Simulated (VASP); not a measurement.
All values below come from PBEsol GGA, VASP's PBE PAW potentials (set 64) (plane waves; VASP).

A VASP calculation is set up with these files.

INCAR:
```
SYSTEM = Al3Sc
PREC = Accurate
ENCUT = 520
EDIFF = 1E-7
NELM = 100
ALGO = Normal
LREAL = .FALSE.
LASPH = .TRUE.
ISMEAR = 1
SIGMA = 0.1
GGA = PS
LMAXMIX = 4
LWAVE = .FALSE.
LCHARG = .FALSE.
ISIF = 2
```

### KPOINTS
```
Automatic mesh
0
Gamma
8 8 8
0 0 0
```

POSCAR:
```
Al3Sc
1
    3.9895999958     0.0000000000     0.0000000000
    0.0000000000     3.9895999958     0.0000000000
    0.0000000000     0.0000000000     3.9895999958
Sc Al
1 3
Direct
  0.0000000000   0.0000000000   0.0000000000
  0.0000000000   0.5000000000   0.5000000000
  0.5000000000   0.0000000000   0.5000000000
  0.5000000000   0.5000000000   0.0000000000
```

POTCAR, in this order: Sc_sv Al (PBE.64 set). Program: vasp_std.

Output of the run:

**OSZICAR**
```
       N       E                     dE             d eps       ncg     rms          rms(c)
DAV:   1     0.117042149532E+03    0.11704E+03   -0.85131E+03   980   0.130E+03
DAV:   2    -0.137444904174E+02   -0.13079E+03   -0.12903E+03   992   0.364E+02
DAV:   3    -0.215348480718E+02   -0.77904E+01   -0.74158E+01  1558   0.759E+01
DAV:   4    -0.216624640430E+02   -0.12762E+00   -0.12743E+00  1390   0.967E+00
DAV:   5    -0.216651662059E+02   -0.27022E-02   -0.27017E-02  1446   0.143E+00    0.105E+01
DAV:   6    -0.207721341759E+02    0.89303E+00   -0.43366E+00  1610   0.257E+01    0.397E+00
DAV:   7    -0.207097678484E+02    0.62366E-01   -0.83882E-02  1112   0.234E+00    0.213E+00
DAV:   8    -0.206843683761E+02    0.25399E-01   -0.37079E-02  1454   0.163E+00    0.231E-01
DAV:   9    -0.206839270117E+02    0.44136E-03   -0.31217E-03  1250   0.460E-01    0.103E-01
DAV:  10    -0.206838723308E+02    0.54681E-04   -0.23125E-04  1520   0.137E-01    0.907E-02
DAV:  11    -0.206838761666E+02   -0.38358E-05   -0.29057E-05  1396   0.389E-02    0.710E-02
DAV:  12    -0.206838630221E+02    0.13145E-04   -0.41733E-05  1348   0.508E-02    0.563E-03
DAV:  13    -0.206838631595E+02   -0.13737E-06   -0.13031E-06  1278   0.761E-03    0.284E-03
DAV:  14    -0.206838632574E+02   -0.97969E-07   -0.65451E-08   818   0.250E-03
   1 F= -.20683863E+02 E0= -.20683478E+02  d E =-.115472E-02
```

OUTCAR:
```
------------------------ aborting loop because EDIFF is reached ----------------------------------------
  FORCE on cell =-STRESS in cart. coord.  units (eV):
  Direction    XX          YY          ZZ          XY          YZ          ZX
  --------------------------------------------------------------------------------------
  Total        2.5771253      2.5771253      2.5771253     -0.0000000      0.0000000      0.0000000
  in kB       65.0216589     65.0216589     65.0216589     -0.0000000      0.0000000      0.0000000
  external PRESSURE =      65.0216589 kB  Pullay stress =       0.0000000 kB
  volume of cell :       63.50
      direct lattice vectors                 reciprocal lattice vectors
     3.989599996  0.000000000  0.000000000     0.250651695  0.000000000  0.000000000
     0.000000000  3.989599996  0.000000000     0.000000000  0.250651695  0.000000000
     0.000000000  0.000000000  3.989599996     0.000000000  0.000000000  0.250651695
 POSITION                                       TOTAL-FORCE (eV/Angst)
 -----------------------------------------------------------------------------------
      0.00000      0.00000      0.00000         0.000000      0.000000      0.000000
      0.00000      1.99480      1.99480         0.000000      0.000000      0.000000
      1.99480      0.00000      1.99480         0.000000      0.000000      0.000000
      1.99480      1.99480      0.00000         0.000000      0.000000      0.000000
 -----------------------------------------------------------------------------------
    total drift:                               -0.000000     -0.000000      0.000000
  FREE ENERGIE OF THE ION-ELECTRON SYSTEM (eV)
  ---------------------------------------------------
  free  energy   TOTEN  =       -20.6838632574 eV

  energy  without entropy=      -20.6827085326  energy(sigma->0) =      -20.68347835
```
(Selected blocks of OUTCAR.)

### OUTCAR
```
 val. band max:        7.8431764586   @ k =   0.2500   0.1250   0.1250

 cond. band min:       7.8928136148   @ k =   0.5000   0.2500   0.2500


 Fermi energy:         7.8767397948

 k-point     1 :       0.0000    0.0000    0.0000
  band No.  band energies     occupation
      1     -40.6096      2.00000
      2     -19.4387      2.00000
      3     -19.4387      2.00000
      4     -19.4387      2.00000
      5      -2.5342      2.00000
      6       5.1563      2.00000
      7       5.1563      2.00000
      8       6.0409      2.00000
      9       6.0409      2.00000
     10       6.0409      2.00000
     11       9.0751     -0.00000
     12       9.2125     -0.00000
     13       9.2125     -0.00000
     14       9.2125     -0.00000

 k-point     2 :       0.1250    0.0000    0.0000
  band No.  band energies     occupation
      1     -40.6092      2.00000
      2     -19.4456      2.00000
      3     -19.4382      2.00000
      4     -19.4382      2.00000
      5      -2.3813      2.00000
      6       4.0995      2.00000
      7       5.2684      2.00000
      8       6.0466      2.00000
      9       6.0466      2.00000
     10       6.6928      2.00000
     11       9.1394     -0.00000
     12       9.1394     -0.00000
     13       9.2634     -0.00000
     14       9.6954     -0.00000

 k-point     3 :       0.2500    0.0000    0.0000
  band No.  band energies     occupation
      1     -40.6085      2.00000
      2     -19.4623      2.00000
      3     -19.4369      2.00000
      4     -19.4369      2.00000
      5      -1.9310      2.00000
      6       2.6008      2.00000
      7       5.5831      2.00000
      8       6.0536      2.00000
      9       6.0536      2.00000
     10       7.4991      2.00000
     11       9.0240     -0.00000
     12       9.0240     -0.00000
     13       9.3934     -0.00000
     14      10.7229      0.00000

 k-point     4 :       0.3750    0.0000    0.0000
  band No.  band energies     occupation
...
```

The compound is Al3Sc in the L1_2 structure. This cell is one point of a volume scan, at 0.94 of the reference volume.
